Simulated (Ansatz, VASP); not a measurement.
# Tl2Te: VASP beside Ansatz, part 2 of 2

Wanted: the spread between two codes on one cell, functional and k mesh. The cell is generated by rule, not measured, and may not be a known phase. The cell is taken from a series of runs on this material, whose earlier steps may have relaxed, scaled, displaced or heated it; both programs get it as it stands.

VASP 6.6.1 and Ansatz 0.2.0.

So far: Set-up; Ansatz: zone-centre phonons, PBEsol; VASP: zone-centre phonons, PBEsol.

**3. VASP: zone-centre phonons, PBEsol (continued)**

Level of this step: PBEsol; plane waves and PAW (Te, Tl_d); invented cell (VASP).

Numbers of over 12 decimals in the logs are rounded to 6 here.

From OUTCAR (step 3):

```text
ion  position               nearest neighbor table
   1  0.866  0.134  0.000-   3 3.00   5 3.33   6 3.33   5 3.33   6 3.33   4 3.51   4 3.51   2 3.61

  LATTYP: Found a base centered orthorhombic cell.
 ALAT       =     7.0089443804
 B/A-ratio  =     1.9275209372
 C/A-ratio  =     0.6399786630

 Subroutine GETGRP returns: Found  8 space group operations
 (whereof  8 operations were pure point group operations)

The static configuration has the point symmetry D_2h.

 Found     65 irreducible k-points:

   k-points           NKPTS =     65   k-points in BZ     NKDIM =     65   number of bands    NBANDS=     39

   dimension x,y,z NGX =    56 NGY =   56 NGZ =   36
   dimension x,y,z NGXF=   112 NGYF=  112 NGZF=   72

   ENCUT  =  500.0 eV  36.75 Ry    6.06 a.u.  13.87 13.87  8.18*2*pi/ulx,y,z

   NELECT =      64.0000    total number of electrons

 k-points in reciprocal lattice and weights: Automatic mesh
   0.00000000  0.00000000  0.00000000       0.003
   0.16666667 -0.00000000  0.00000000       0.014
   0.33333333 -0.00000000  0.00000000       0.014
   0.50000000 -0.00000000  0.00000000       0.007
   0.16666667  0.16666667  0.00000000       0.007
   0.33333333  0.16666667  0.00000000       0.014
   0.50000000  0.16666667  0.00000000       0.014
  -0.33333333  0.16666667  0.00000000       0.014
  -0.16666667  0.16666667  0.00000000       0.007
[...]
-0.33333333  0.33333333  0.50000000       0.007
   0.50000000  0.50000000  0.50000000       0.003

 average (electrostatic) potential at core
       1 -89.1537       2 -89.1537       3 -84.7007       4 -84.7007       5 -84.6149
       6 -84.6149

 Eigenvectors and eigenvalues of the dynamical matrix
 ----------------------------------------------------

   1 f  =    3.316534 THz    20.838398 2PiTHz  110.627668 cm-1    13.716077 meV
             X         Y         Z           dx          dy          dz
      3.504472 -4.950675  0.000000    -0.000000   -0.644471   -0.000000
      3.504472  4.950675  0.000000     0.000000    0.644471   -0.000000
      3.504472 -1.945729  0.000000    -0.000000    0.251463    0.000000
      3.504472  1.945729  0.000000     0.000000   -0.251463   -0.000000
      5.325705  0.000000  2.242787     0.146366    0.000000    0.000000
      1.683240  0.000000  2.242787    -0.146366    0.000000   -0.000000

   2 f  =    2.665256 THz    16.746294 2PiTHz   88.903355 cm-1    11.022606 meV
             X         Y         Z           dx          dy          dz
      3.504472 -4.950675  0.000000    -0.000000   -0.543198    0.000000
      3.504472  4.950675  0.000000     0.000000   -0.543198   -0.000000
      3.504472 -1.945729  0.000000     0.000000    0.452101   -0.000000
      3.504472  1.945729  0.000000    -0.000000    0.452101    0.000000
      5.325705  0.000000  2.242787    -0.000000   -0.023247   -0.000000
      1.683240  0.000000  2.242787     0.000000   -0.023247   -0.000000

   3 f  =    2.476386 THz    15.559592 2PiTHz   82.603346 cm-1    10.241505 meV
             X         Y         Z           dx          dy          dz
      3.504472 -4.950675  0.000000    -0.000000    0.018953   -0.000000
      3.504472  4.950675  0.000000    -0.000000   -0.018953    0.000000
      3.504472 -1.945729  0.000000    -0.000000    0.391235    0.000000
      3.504472  1.945729  0.000000     0.000000   -0.391235    0.000000
      5.325705  0.000000  2.242787    -0.588707    0.000000   -0.000000
      1.683240  0.000000  2.242787     0.588707    0.000000    0.000000

   4 f  =    1.868876 THz    11.742493 2PiTHz   62.338988 cm-1     7.729046 meV
             X         Y         Z           dx          dy          dz
      3.504472 -4.950675  0.000000    -0.550690    0.000000    0.000000
      3.504472  4.950675  0.000000    -0.550690    0.000000   -0.000000
      3.504472 -1.945729  0.000000    -0.010680    0.000000    0.000000
      3.504472  1.945729  0.000000    -0.010680    0.000000    0.000000
      5.325705  0.000000  2.242787     0.443425   -0.000000   -0.000000
      1.683240  0.000000  2.242787     0.443425   -0.000000   -0.000000

   5 f  =    1.752861 THz    11.013551 2PiTHz   58.469151 cm-1     7.249248 meV
             X         Y         Z           dx          dy          dz
      3.504472 -4.950675  0.000000    -0.000000   -0.293291   -0.000000
      3.504472  4.950675  0.000000    -0.000000   -0.293291    0.000000
      3.504472 -1.945729  0.000000    -0.000000   -0.323798   -0.000000
      3.504472  1.945729  0.000000    -0.000000   -0.323798    0.000000
      5.325705  0.000000  2.242787     0.000000    0.555999   -0.000000
      1.683240  0.000000  2.242787     0.000000    0.555999   -0.000000

   6 f  =    1.715208 THz    10.776971 2PiTHz   57.213185 cm-1     7.093528 meV
             X         Y         Z           dx          dy          dz
      3.504472 -4.950675  0.000000    -0.000000    0.000000    0.338294
      3.504472  4.950675  0.000000     0.000000    0.000000    0.338294
      3.504472 -1.945729  0.000000    -0.000000   -0.000000    0.283519
      3.504472  1.945729  0.000000     0.000000    0.000000    0.283519
      5.325705  0.000000  2.242787    -0.000000    0.000000   -0.552426
      1.683240  0.000000  2.242787    -0.000000   -0.000000   -0.552426

   7 f  =    1.697245 THz    10.664102 2PiTHz   56.613983 cm-1     7.019236 meV
             X         Y         Z           dx          dy          dz
      3.504472 -4.950675  0.000000    -0.514625   -0.000000   -0.000000
      3.504472  4.950675  0.000000     0.514625   -0.000000   -0.000000
      3.504472 -1.945729  0.000000    -0.231302   -0.000000   -0.000000
      3.504472  1.945729  0.000000     0.231302   -0.000000    0.000000
      5.325705  0.000000  2.242787     0.000000    0.426216    0.000000
      1.683240  0.000000  2.242787     0.000000   -0.426216    0.000000

   8 f  =    1.306078 THz     8.206327 2PiTHz   43.566057 cm-1     5.401500 meV
             X         Y         Z           dx          dy          dz
      3.504472 -4.950675  0.000000    -0.000000   -0.290341   -0.000000
      3.504472  4.950675  0.000000    -0.000000    0.290341   -0.000000
      3.504472 -1.945729  0.000000     0.000000   -0.532636    0.000000
      3.504472  1.945729  0.000000     0.000000    0.532636   -0.000000
      5.325705  0.000000  2.242787    -0.363320    0.000000   -0.000000
      1.683240  0.000000  2.242787     0.363320   -0.000000    0.000000

   9 f  =    1.244212 THz     7.817617 2PiTHz   41.502456 cm-1     5.145646 meV
             X         Y         Z           dx          dy          dz
      3.504472 -4.950675  0.000000     0.000000    0.000000    0.000000
      3.504472  4.950675  0.000000     0.000000   -0.000000    0.000000
      3.504472 -1.945729  0.000000    -0.000000    0.000000   -0.000000
      3.504472  1.945729  0.000000    -0.000000   -0.000000   -0.000000
      5.325705  0.000000  2.242787     0.000000   -0.000000   -0.707107
      1.683240  0.000000  2.242787    -0.000000    0.000000    0.707107

  10 f  =    1.177723 THz     7.399852 2PiTHz   39.284612 cm-1     4.870669 meV
             X         Y         Z           dx          dy          dz
      3.504472 -4.950675  0.000000     0.281794   -0.000000   -0.000000
      3.504472  4.950675  0.000000     0.281794    0.000000   -0.000000
      3.504472 -1.945729  0.000000    -0.554334   -0.000000    0.000000
      3.504472  1.945729  0.000000    -0.554334    0.000000   -0.000000
      5.325705  0.000000  2.242787     0.336609    0.000000    0.000000
      1.683240  0.000000  2.242787     0.336609   -0.000000   -0.000000

  11 f  =    1.008904 THz     6.339128 2PiTHz   33.653401 cm-1     4.172488 meV
             X         Y         Z           dx          dy          dz
      3.504472 -4.950675  0.000000    -0.433578   -0.000000   -0.000000
      3.504472  4.950675  0.000000     0.433578    0.000000    0.000000
      3.504472 -1.945729  0.000000     0.497817   -0.000000   -0.000000
      3.504472  1.945729  0.000000    -0.497817    0.000000   -0.000000
      5.325705  0.000000  2.242787     0.000000   -0.253354   -0.000000
      1.683240  0.000000  2.242787     0.000000    0.253354   -0.000000

  12 f  =    0.887782 THz     5.578101 2PiTHz   29.613232 cm-1     3.671571 meV
             X         Y         Z           dx          dy          dz
      3.504472 -4.950675  0.000000    -0.000000   -0.000000   -0.006306
      3.504472  4.950675  0.000000     0.000000   -0.000000    0.006306
      3.504472 -1.945729  0.000000    -0.000000   -0.000000   -0.707079
      3.504472  1.945729  0.000000    -0.000000    0.000000    0.707079
      5.325705  0.000000  2.242787    -0.000000   -0.000000   -0.000000
      1.683240  0.000000  2.242787     0.000000   -0.000000   -0.000000

  13 f  =    0.002184 THz     0.013722 2PiTHz    0.072850 cm-1     0.009032 meV
             X         Y         Z           dx          dy          dz
      3.504472 -4.950675  0.000000     0.000000    0.000000   -0.343944
      3.504472  4.950675  0.000000     0.000000    0.000000   -0.343944
      3.504472 -1.945729  0.000000     0.000000    0.000000   -0.438205
      3.504472  1.945729  0.000000     0.000000    0.000000   -0.438205
      5.325705  0.000000  2.242787     0.000000    0.000000   -0.435521
      1.683240  0.000000  2.242787     0.000000    0.000000   -0.435521
    [... 43 further lines ...]
      5.325705  0.000000  2.242787    -0.000000   -0.000000    0.071739
      1.683240  0.000000  2.242787    -0.000000   -0.000000    0.071739

 ELASTIC MODULI CONTR FROM IONIC RELAXATION (kBar)
 Direction    XX          YY          ZZ          XY          YZ          ZX
 --------------------------------------------------------------------------------
 XX         -67.7257     -3.3327    -32.5717     -0.0000      0.0000     -0.0000
 YY          -3.3327   -256.2035      3.5984     -0.0000     -0.0000     -0.0000
 ZZ         -32.5717      3.5984    -20.0266     -0.0000      0.0000     -0.0000
 XY          -0.0000     -0.0000     -0.0000    -20.6785      0.0000      0.0000
 YZ           0.0000     -0.0000      0.0000      0.0000    -59.3771     -0.0000
 ZX          -0.0000     -0.0000     -0.0000      0.0000     -0.0000     -1.8885
 --------------------------------------------------------------------------------
```

**4. Differences**

Known differences besides the potentials themselves: the data sets hold 84 valence electrons in Ansatz (on its default PAW (the set named soft_2) files) and 64 in VASP; the cutoff is 420 eV in Ansatz and 500 eV in VASP; Ansatz makes its cores anew for this functional, VASP keeps those of its PBE data sets. Total energies have different zeros and are not compared.

Compared:

| quantity | Ansatz | VASP | difference |
| --- | --- | --- | --- |
| optical mode 1 (imaginary, printed as negative) (cm⁻¹) | -39.9 | -39.4 | -0.6 |
| optical mode 2 (imaginary, printed as negative) (cm⁻¹) | -17.7 | -21.6 | +3.9 |
| optical mode 3 (imaginary, printed as negative) (cm⁻¹) | -12.5 | -12.1 | -0.5 |
| optical mode 4 (cm⁻¹) | 29.5 | 29.6 | -0.1 |
| optical mode 5 (cm⁻¹) | 33.8 | 33.7 | +0.2 |
| optical mode 6 (cm⁻¹) | 39.2 | 39.3 | 0.0 |
| optical mode 7 (cm⁻¹) | 41.2 | 41.5 | -0.3 |
| optical mode 8 (cm⁻¹) | 44.0 | 43.6 | +0.5 |
| optical mode 9 (cm⁻¹) | 56.1 | 56.6 | -0.98 % |
| optical mode 10 (cm⁻¹) | 56.9 | 57.2 | -0.51 % |
| optical mode 11 (cm⁻¹) | 58.3 | 58.5 | -0.24 % |
| optical mode 12 (cm⁻¹) | 62.1 | 62.3 | -0.35 % |
| optical mode 13 (cm⁻¹) | 83.0 | 82.6 | +0.54 % |
| optical mode 14 (cm⁻¹) | 88.6 | 88.9 | -0.30 % |
| optical mode 15 (cm⁻¹) | 111.1 | 110.6 | +0.40 % |

Modes are paired by rising frequency, not by their patterns, so a pair may set unlike modes beside each other; they are those without the splitting of longitudinal modes.

**5. Summary of results**

- r.m.s. difference of the optical zone-centre modes, each program's sorted by frequency (zone-centre phonons, PBEsol): 1.1 cm⁻¹
- difference in optical mode 9 (zone-centre phonons, PBEsol): -1.0 %

In words: The r.m.s. difference of the optical zone-centre modes, each program's sorted by frequency is 1.1 cm⁻¹ (zone-centre phonons, PBEsol). The data sets hold unlike numbers of valence electrons (84 in Ansatz and 64 in VASP), so part of the differences comes from the potentials. Among the rows given in per cent, the largest difference of the zone-centre phonons, PBEsol pair is in optical mode 9, -1.0 %. Such differences can come from data sets, numerical settings and the points named under the comparisons, not from the functional's error against experiment.

[Lines on the potential files, build, host, timing and source positions are cut from VASP's logs without a mark.]

[Logs are printed without paths, hosts, clocks, repeated set-up lines and the standing remarks that a program may print on its own settings, such as how far it seeks lower states.]

[Hosts, paths, dates, database ids (printed as entryN), source tags and the programs' standing remarks are cut or masked in the printed files.]
